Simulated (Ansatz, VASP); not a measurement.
# Cross-check of BaZnPF between VASP and Ansatz, part 3 of 3

One calculation is typed for both programs; each brings its own data sets and cutoff. How far apart do they land?

VASP 6.6.1 and Ansatz 0.2.0.

So far. Step 2 (Ansatz: electric field gradients, LDA): The run ends at a pressure of -4.81 GPa, with forces up to 0.25 eV/Å.

**6. Ansatz: electric field gradients, PBEsol**

Level of this step: Ansatz beside VASP: Kohn-Sham DFT, plane waves, PBEsol (Ansatz).

Field gradients test the density near the nuclei, where the PAW reconstruction matters most.

input.yaml reads:

```yaml
crystal:
  lattice:
    - [4.15634, 0.0, 0.0]
    - [0.0, 4.15634, 0.0]
    - [0.0, 0.0, 9.45743]
  atoms:
    - { symbol: Ba, position: [0.5, 0.0, 0.33177] }
    - { symbol: Ba, position: [0.0, 0.5, 0.66823] }
    - { symbol: Zn, position: [0.5, 0.5, 0.0] }
    - { symbol: Zn, position: [0.0, 0.0, 0.0] }
    - { symbol: P, position: [0.0, 0.5, 0.1491] }
    - { symbol: P, position: [0.5, 0.0, 0.8509] }
    - { symbol: F, position: [0.5, 0.5, 0.5] }
    - { symbol: F, position: [0.0, 0.0, 0.5] }
hamiltonian:
  xc: pbesol
  pseudopotentials: { kind: paw }
kpoints:
  mp_grid: { grid: [8, 8, 4] }
scf:
  occupations: { method: fermi_dirac, width: 0.05 }
  n_extra_bands: 6
output:
  forces: true
  stress: true
  eigenvalues: true
  efg: {}
```

The run is started by

```sh
$ ansatz run input.yaml --threads 4 --pin off --max-ram 9216MiB --backend cpu --events-out ev --progress --plain --runs-dir out
```

Numbers of over 12 decimals in the logs are rounded to 6 here.

What it wrote:

```text
[...]
Crystal: 8 atoms, lattice volume = 163.379 Å³
Basis set: ecut = 420 eV, 3159 PW (Γ), exchange–correlation on 60×60×128 points (8 copies of the dense FFT grid, shifted against one another)
Bands: 40, of which v1, the nominal top of the filled ones, is band 34 counted from 1 (33 counted from 0)
Symmetry: 16 space group operations
[...]
k-points: 45 of 256
[...]
k-point 0: bands = [... 30 lower, 6.1458, 7.7999, 8.3550, 8.3550, 8.7194, 9.8978, 10.5828, 10.6655, ... 2 higher]
  k-point 1: bands = [... 30 lower, 6.1450, 7.6605, 8.3520, 8.3520, 8.7702, 9.9536, 10.3278, 10.9586, ... 2 higher]
  k-point 2: bands = [... 30 lower, 6.1441, 7.5245, 8.3489, 8.3489, 8.8297, 10.0351, 10.1206, 11.2752, ... 2 higher]
  k-point 44: bands = [... 30 lower, 5.9346, 5.9346, 5.9411, 5.9411, 10.9815, 10.9815, 11.5885, 11.5885, ... 2 higher]
[key lines of the parts left out:]
SCF converged after 8 iterations
Free energy (F): -21377.710163 eV
Fermi energy:    8.585949 eV
P = ⅓ Tr σ = -2.3743 GPa (-23.743 kbar)
```

The job ended after 13 s (4 threads of Arm Neoverse N1, shared host; peak memory 0.67 GiB).

The run ends at a pressure of -2.37 GPa, with forces up to 0.11 eV/Å.

**7. VASP: electric field gradients, PBEsol**

The same cell, functional, mesh and smearing now go to VASP, with its own data sets and cutoff.

INCAR reads:

```
SYSTEM = BaZnPF
PREC = Accurate
ENCUT = 560
EDIFF = 1E-07
NELM = 100
ISMEAR = -1
SIGMA = 0.05
LREAL = .FALSE.
ALGO = Normal
GGA = PS
NBANDS = 42
LORBIT = 11
LWAVE = .FALSE.
LCHARG = .FALSE.
KPAR = 2
LEFG = .TRUE.
ICORELEVEL = 1
LASPH = .TRUE.
```

POSCAR reads:

```
BaZnPF
1.0
    4.1563400000      0.0000000000      0.0000000000
    0.0000000000      4.1563400000      0.0000000000
    0.0000000000      0.0000000000      9.4574300000
Ba Zn P F
2 2 2 2
Direct
    0.5000000000      0.0000000000      0.3317700000
    0.0000000000      0.5000000000      0.6682300000
    0.5000000000      0.5000000000      0.0000000000
    0.0000000000      0.0000000000      0.0000000000
    0.0000000000      0.5000000000      0.1491000000
    0.5000000000      0.0000000000      0.8509000000
    0.5000000000      0.5000000000      0.5000000000
    0.0000000000      0.0000000000      0.5000000000
```

KPOINTS reads:

```
Automatic mesh
0
Gamma
8 8 4
0 0 0
```

The projector-augmented-wave data sets are Ba_sv, Zn, P and F (PBE family, release 64).

The run is started by

```sh
$ mpirun -np 2 vasp_std
```

What it wrote:

```text
[banner, memory and clock lines left out]
running    2 mpi-ranks, on    1 nodes
[...]
[... a notice as in an earlier step ...]

 LDA part: xc-table for (Slater+PW92), standard interpolation
 POSCAR, INCAR and KPOINTS ok, starting setup
[...]
entering main loop
       N       E                     dE             d eps       ncg     rms          rms(c)
DAV:   1     0.687933333495E+03    0.68793E+03   -0.32763E+04  3780   0.182E+03
DAV:   2     0.507884425672E+02   -0.63714E+03   -0.60767E+03  4126   0.431E+02
DAV:   3    -0.361242457561E+02   -0.86913E+02   -0.86008E+02  4194   0.169E+02
DAV:   4    -0.408545966379E+02   -0.47304E+01   -0.47108E+01  5150   0.339E+01
[...]
DAV:  13    -0.379447371540E+02   -0.13283E-04   -0.25841E-05  4522   0.317E-02    0.863E-03
DAV:  14    -0.379447381200E+02   -0.96608E-06   -0.46070E-06  5138   0.166E-02    0.324E-03
DAV:  15    -0.379447380443E+02    0.75728E-07   -0.86985E-07  4492   0.495E-03
ion   1
[...]
0.0000000     0.0000000    -0.0000000    -9.8906035     0.0000000     0.0000000
     0.0000310     0.0000000    -0.0000000    -9.8905997     0.0000000     0.0000000
     0.0000427     0.0000000    -0.0000000    -9.8905971     0.0000000     0.0000000
     0.0000588     0.0000000    -0.0000000    -9.8905929     0.0000000     0.0000000
     0.0000810     0.0000000    -0.0000000    -9.8905857     0.0000000     0.0000000

ion   8
     0.0000000     0.0000000    -0.0000000    -2.4901198     0.0000000     0.0000000
     0.0000310     0.0000000    -0.0000000    -2.4901198     0.0000000     0.0000000
     0.0000427     0.0000000    -0.0000000    -2.4901198     0.0000000     0.0000000
     0.0000588     0.0000000    -0.0000000    -2.4901197     0.0000000     0.0000000
     0.0000810     0.0000000    -0.0000000    -2.4901197     0.0000000     0.0000000

     0.0000000     0.0000000    -0.0000000    -9.8906035     0.0000000     0.0000000
     0.0000310     0.0000000    -0.0000000    -9.8905997     0.0000000     0.0000000
     0.0000427     0.0000000    -0.0000000    -9.8905971     0.0000000     0.0000000
     0.0000588     0.0000000    -0.0000000    -9.8905929     0.0000000     0.0000000
     0.0000810     0.0000000    -0.0000000    -9.8905857     0.0000000     0.0000000

   1 F= -.37944738E+02 E0= -.37944506E+02  d E =-.463925E-03
```

OUTCAR, selected parts (step 7):

```text
  Total       -1.6605517     -1.6605517     -1.3149006      0.0000000      0.0000000      0.0000000
  in kB      -16.2842480    -16.2842480    -12.8946106      0.0000000      0.0000000      0.0000000
  external PRESSURE =     -15.1543689 kB  Pullay stress =       0.0000000 kB

 POSITION                                       TOTAL-FORCE (eV/Angst)
 -----------------------------------------------------------------------------------
      2.07817      0.00000      3.13769        -0.000000     -0.000000     -0.124624
      0.00000      2.07817      6.31974         0.000000     -0.000000      0.124624
      2.07817      2.07817      0.00000        -0.000000     -0.000000      0.000000
      0.00000      0.00000      0.00000        -0.000000      0.000000      0.000000
      0.00000      2.07817      1.41010        -0.000000     -0.000000     -0.133333
      2.07817      0.00000      8.04733        -0.000000     -0.000000      0.133333
      2.07817      2.07817      4.72872         0.000000      0.000000      0.000000
      0.00000      0.00000      4.72872        -0.000000     -0.000000      0.000000
 -----------------------------------------------------------------------------------
    total drift:                                0.000000     -0.000000     -0.000000

  FREE ENERGIE OF THE ION-ELECTRON SYSTEM (eV)
  ---------------------------------------------------
  free  energy   TOTEN  =       -37.9447380443 eV

  energy  without entropy=      -37.9442741197  energy(sigma->0) =      -37.94450608

[... 2 parts as in an earlier step ...]

[... 1 further part left out ...]
[key lines of the parts left out:]
E-fermi :   3.3702
```

The run ends at a pressure of -1.52 GPa, with forces up to 0.13 eV/Å.

**8. Side by side**

Compared:

| quantity | Ansatz | VASP | difference |
| --- | --- | --- | --- |
| pressure (GPa) | -2.37 | -1.52 | -0.86 |
| gap on the k mesh (eV) | 0.364 | 0.370 | -0.006 |
| Vzz at Ba1 (V/Å²) | -7.7 | -8.7 | +1.1 |
| Vzz at Ba2 (V/Å²) | -7.7 | -8.7 | +1.1 |
| Vzz at Zn3 (V/Å²) | -1.1 | -0.6 | -0.6 |
| Vzz at Zn4 (V/Å²) | -1.1 | -0.6 | -0.6 |
| Vzz at P5 (V/Å²) | -14.3 | -13.9 | -0.3 |
| Vzz at P6 (V/Å²) | -14.3 | -13.9 | -0.3 |
| Vzz at F7 (V/Å²) | 12.0 | 12.6 | -0.6 |
| Vzz at F8 (V/Å²) | 12.0 | 12.6 | -0.6 |

Forces (eV/Å; atoms numbered as in POSCAR):

| atom | Ansatz x, y, z | VASP x, y, z |
| --- | --- | --- |
| Ba1 | 0.000, 0.000, 0.022 | 0.000, 0.000, -0.125 |
| Ba2 | 0.000, 0.000, -0.022 | 0.000, 0.000, 0.125 |
| Zn3 | 0.000, 0.000, 0.000 | 0.000, 0.000, 0.000 |
| Zn4 | 0.000, 0.000, 0.000 | 0.000, 0.000, 0.000 |
| P5 | 0.000, 0.000, -0.115 | 0.000, 0.000, -0.133 |
| P6 | 0.000, 0.000, 0.115 | 0.000, 0.000, 0.133 |
| F7 | 0.000, 0.000, 0.000 | 0.000, 0.000, 0.000 |
| F8 | 0.000, 0.000, 0.000 | 0.000, 0.000, 0.000 |

The forces differ by 43 meV/Å r.m.s., which is 81.2 % of the r.m.s. force of 0.05 eV/Å (both taken over all components). Ansatz's pressure holds a Pulay correction of 0.18 GPa; VASP's holds none.

**9. Further runs**

The difference is large enough to ask for its cause, so further runs change the set-up of one program at a time, as the table lists.

| run | r.m.s. force difference (meV/Å) |
| --- | --- |
| as above | 43 |
| cores kept as stored, as VASP does, whose cores stay as stored | 42 |

**10. VASP: electric field gradients, r2SCAN**

Field gradients test the density near the nuclei, where the PAW reconstruction matters most.

Changes to INCAR since step 7:

```diff
@@ -9,3 +9,4 @@
 ALGO = Normal
-GGA = PS
+METAGGA = R2SCAN
+LASPH = .TRUE.
 NBANDS = 42
@@ -16,3 +17 @@
 LEFG = .TRUE.
-ICORELEVEL = 1
-LASPH = .TRUE.
```

POSCAR is that of step 7.

KPOINTS is that of step 7.

The run is started by

```sh
$ mpirun -np 2 vasp_std
```

What it wrote:

```text
[banner, memory and clock lines left out]
running    2 mpi-ranks, on    1 nodes
[...]
[... a notice as in an earlier step ...]

 LDA part: xc-table for (None), standard interpolation
 POSCAR, INCAR and KPOINTS ok, starting setup
[...]
entering main loop
       N       E                     dE             d eps       ncg     rms          rms(c)
DAV:   1     0.620067817915E+03    0.62007E+03   -0.33698E+04  3780   0.187E+03
DAV:   2    -0.344483885910E+02   -0.65452E+03   -0.62535E+03  4126   0.444E+02
DAV:   3    -0.123812836744E+03   -0.89364E+02   -0.88467E+02  4220   0.173E+02
DAV:   4    -0.128680138601E+03   -0.48673E+01   -0.48478E+01  5272   0.347E+01
[...]
DAV:  17    -0.111429099920E+03   -0.15377E-06   -0.45921E-08  2290   0.145E-03    0.631E-04
DAV:  18    -0.111429099801E+03    0.11843E-06   -0.63557E-08  2684   0.163E-03    0.131E-04
DAV:  19    -0.111429099780E+03    0.21708E-07   -0.18474E-08  2136   0.815E-04
ion   1
     0.0000000    -0.0000000    -0.0000000     0.1086693    -0.0000000     0.0000000
[...]
0.0000000    -0.0000000    -0.0000000    -9.1839055     0.0000000     0.0000000
     0.0000310    -0.0000000    -0.0000000    -9.1839019     0.0000000     0.0000000
     0.0000427    -0.0000000    -0.0000000    -9.1838996     0.0000000     0.0000000
     0.0000588    -0.0000000    -0.0000000    -9.1838956     0.0000000     0.0000000
     0.0000810    -0.0000000    -0.0000000    -9.1838889     0.0000000     0.0000000

ion   8
     0.0000000    -0.0000000    -0.0000000    -2.2792194    -0.0000000     0.0000000
     0.0000310    -0.0000000    -0.0000000    -2.2792194    -0.0000000     0.0000000
     0.0000427    -0.0000000    -0.0000000    -2.2792193    -0.0000000     0.0000000
     0.0000588    -0.0000000    -0.0000000    -2.2792193    -0.0000000     0.0000000
     0.0000810    -0.0000000    -0.0000000    -2.2792192    -0.0000000     0.0000000

     0.0000000    -0.0000000    -0.0000000    -9.1839055    -0.0000000     0.0000000
     0.0000310    -0.0000000    -0.0000000    -9.1839019    -0.0000000     0.0000000
     0.0000427    -0.0000000    -0.0000000    -9.1838996    -0.0000000     0.0000000
     0.0000588    -0.0000000    -0.0000000    -9.1838956    -0.0000000     0.0000000
     0.0000810    -0.0000000    -0.0000000    -9.1838889    -0.0000000     0.0000000

   1 F= -.11142910E+03 E0= -.11142909E+03  d E =-.192135E-04
```

From OUTCAR (step 10):

```text
  Total        0.2438579      0.2438579      0.6350452      0.0000000      0.0000000      0.0000000
  in kB        2.3913994      2.3913994      6.2275892      0.0000000      0.0000000      0.0000000
  external PRESSURE =       3.6701293 kB  Pullay stress =       0.0000000 kB

 POSITION                                       TOTAL-FORCE (eV/Angst)
 -----------------------------------------------------------------------------------
      2.07817      0.00000      3.13769        -0.000000      0.000000     -0.142106
      0.00000      2.07817      6.31974        -0.000000      0.000000      0.142106
      2.07817      2.07817      0.00000        -0.000000      0.000000      0.000000
      0.00000      0.00000      0.00000        -0.000000     -0.000000      0.000000
      0.00000      2.07817      1.41010        -0.000000     -0.000000     -0.217636
      2.07817      0.00000      8.04733         0.000000     -0.000000      0.217636
      2.07817      2.07817      4.72872        -0.000000      0.000000      0.000000
      0.00000      0.00000      4.72872         0.000000     -0.000000      0.000000
 -----------------------------------------------------------------------------------
    total drift:                                0.000000     -0.000000     -0.000000

  FREE ENERGIE OF THE ION-ELECTRON SYSTEM (eV)
  ---------------------------------------------------
  free  energy   TOTEN  =      -111.4290997796 eV

  energy  without entropy=     -111.4290805661  energy(sigma->0) =     -111.42909017

[... 2 parts as in an earlier step ...]

[... 1 further part left out ...]
[key lines of the parts left out:]
E-fermi :   3.5102
```

The run ends at a pressure of 0.37 GPa, with forces up to 0.22 eV/Å.

**11. Ansatz: electric field gradients, r2SCAN**

The same cell, functional, mesh and smearing now go to Ansatz, which takes its cutoff from its data sets.

Changes to input.yaml since step 6:

```diff
@@ -15,3 +15,3 @@
 hamiltonian:
-  xc: pbesol
+  xc: r2scan
   pseudopotentials: { kind: paw }
@@ -27 +27,5 @@
   efg: {}
+  write_density: true
+  write_potential: true
+  elf: true
+  volumetric_format: npy
```

The run is started by

```sh
$ ansatz run input.yaml --threads 4 --pin off --max-ram 9216MiB --backend cpu --events-out ev --progress --plain --runs-dir out
```

What it wrote:

```text
[...]
Crystal: 8 atoms, lattice volume = 163.379 Å³
Basis set: ecut = 500 eV, 4163 PW (Γ), exchange–correlation on 128×128×288 points (64 copies of the dense FFT grid, shifted against one another)
Bands: 40, of which v1, the nominal top of the filled ones, is band 34 counted from 1 (33 counted from 0)
Symmetry: 16 space group operations
[...]
k-points: 45 of 256
[...]
k-point 0: bands = [... 30 lower, 6.0493, 7.7739, 8.3149, 8.3149, 9.0451, 10.2513, 10.9402, 11.3118, ... 2 higher]
  k-point 1: bands = [... 30 lower, 6.0485, 7.6597, 8.3121, 8.3121, 9.0939, 10.3170, 10.7003, 11.5809, ... 2 higher]
  k-point 2: bands = [... 30 lower, 6.0478, 7.5461, 8.3093, 8.3093, 9.1504, 10.4059, 10.5015, 11.8689, ... 2 higher]
  k-point 44: bands = [... 30 lower, 5.8464, 5.8464, 5.8585, 5.8585, 11.3899, 11.3899, 11.9764, 11.9764, ... 2 higher]
[key lines of the parts left out:]
SCF converged after 8 iterations
Free energy (F): -21729.179870 eV
Fermi energy:    8.727001 eV
P = ⅓ Tr σ = -0.3679 GPa (-3.679 kbar)
```

Elapsed: 27 s, on 4 threads; peak memory 1 GiB; 1.7 min of CPU time.

The run ends at a pressure of -0.37 GPa, with forces up to 0.18 eV/Å.

**12. Side by side**

What differs besides the data sets and the points named for the pairs above, as far as they apply: VASP keeps PBE cores, Ansatz makes them for the functional; the cutoff is 500 eV in Ansatz and 560 eV in VASP. Total energies have different zeros and are not compared.

Compared:

| quantity | Ansatz | VASP | difference |
| --- | --- | --- | --- |
| pressure (GPa) | -0.37 | 0.37 | -0.73 |
| gap on the k mesh (eV) | 0.730 | 0.745 | -0.015 |
| Vzz at Ba1 (V/Å²) | -5.1 | -6.2 | +1.1 |
| Vzz at Ba2 (V/Å²) | -5.1 | -6.2 | +1.1 |
| Vzz at P5 (V/Å²) | -13.4 | -13.0 | -0.4 |
| Vzz at P6 (V/Å²) | -13.4 | -13.0 | -0.4 |
| Vzz at F7 (V/Å²) | 11.5 | 11.8 | -0.4 |
| Vzz at F8 (V/Å²) | 11.5 | 11.8 | -0.4 |

Forces (eV/Å; atoms numbered as in POSCAR):

| atom | Ansatz x, y, z | VASP x, y, z |
| --- | --- | --- |
| Ba1 | 0.000, 0.000, -0.011 | 0.000, 0.000, -0.142 |
| Ba2 | 0.000, 0.000, 0.011 | 0.000, 0.000, 0.142 |
| Zn3 | 0.000, 0.000, 0.000 | 0.000, 0.000, 0.000 |
| Zn4 | 0.000, 0.000, 0.000 | 0.000, 0.000, 0.000 |
| P5 | 0.000, 0.000, -0.182 | 0.000, 0.000, -0.218 |
| P6 | 0.000, 0.000, 0.182 | 0.000, 0.000, 0.218 |
| F7 | 0.000, 0.000, 0.000 | 0.000, 0.000, 0.000 |
| F8 | 0.000, 0.000, 0.000 | 0.000, 0.000, 0.000 |

The forces differ by 39 meV/Å r.m.s., which is 52.4 % of the r.m.s. force of 0.08 eV/Å (both taken over all components).

**13. What moves the difference**

The difference is large enough to ask for its cause, so further runs change the set-up of one program at a time, as the table lists.

| run | r.m.s. force difference (meV/Å) |
| --- | --- |
| as above | 39 |
| cores kept as stored, as VASP does | 38 |

**14. Summary of results**

```json
{"r.m.s. force difference (electric field gradients, LDA)": "45 meV/Å", "difference in pressure (electric field gradients, LDA)": "-1.0 GPa", "r.m.s. force difference (electric field gradients, PBEsol)": "43 meV/Å", "difference in Vzz at Ba1 (electric field gradients, PBEsol)": "1.1 V/Å²", "difference in pressure (electric field gradients, PBEsol)": "-0.86 GPa", "r.m.s. force difference (electric field gradients, r2SCAN)": "39 meV/Å", "difference in Vzz at Ba1 (electric field gradients, r2SCAN)": "1.1 V/Å²", "difference in pressure (electric field gradients, r2SCAN)": "-0.73 GPa"}
```

**Reading.** The r.m.s. force difference is 45 meV/Å (electric field gradients, LDA), beyond the 12 meV/Å picked in this series as the mark of a large difference. Also far apart in the electric field gradients, LDA pair: the difference in pressure, -1.0 GPa. For electric field gradients, LDA: no further run halves the r.m.s. force difference; only Ansatz's side was varied. Also far apart in the electric field gradients, PBEsol pair: the difference in Vzz at Ba1, 1.1 V/Å². For electric field gradients, PBEsol: no further run halves the r.m.s. force difference; only Ansatz's side was varied. Also far apart in the electric field gradients, r2SCAN pair: the difference in Vzz at Ba1, 1.1 V/Å². 10 further runs on this material are not shown. Differences of this kind measure data sets and numerical settings, not the functional's error against experiment.

[Lines on the potential files, build, host, timing and source positions are cut from VASP's logs without a mark.]

[Logs are printed without paths, hosts, clocks, repeated set-up lines and the standing remarks that a program may print on its own settings, such as how far it seeks lower states.]

[Hosts, paths, dates, database ids (printed as entryN), source tags and the programs' standing remarks are cut or masked in the printed files.]
